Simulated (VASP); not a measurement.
Here is the system:

```yaml
crystal:
  lattice:
    - [0.00000, 2.34584, 2.34584]
    - [2.34584, 0.00000, 2.34584]
    - [2.34584, 2.34584, 0.00000]
  atoms:
    - { symbol: Zr, position: [0.00000, 0.00000, 0.00000] }
    - { symbol: C, position: [0.50000, 0.50000, 0.50000] }
```

Level of theory: LDA (Ceperley-Alder, Perdew-Zunger), VASP's LDA PAW potentials (set 64) (plane waves; VASP). Run with 520 eV cut-off, 14×14×14 Γ-centred mesh, first-order Methfessel-Paxton smearing of 0.10 eV, potentials Zr_sv C.

Q: Give the stress tensor in GPa (positive for a compressed cell).

A: 
```
-6.86   0.00   0.00
 0.00  -6.86   0.00
 0.00   0.00  -6.86
```
The pressure is its mean diagonal, -6.86 GPa.

The compound is ZrC in the rock salt structure. This cell is one point of a volume scan, at 1.03 of the reference volume.
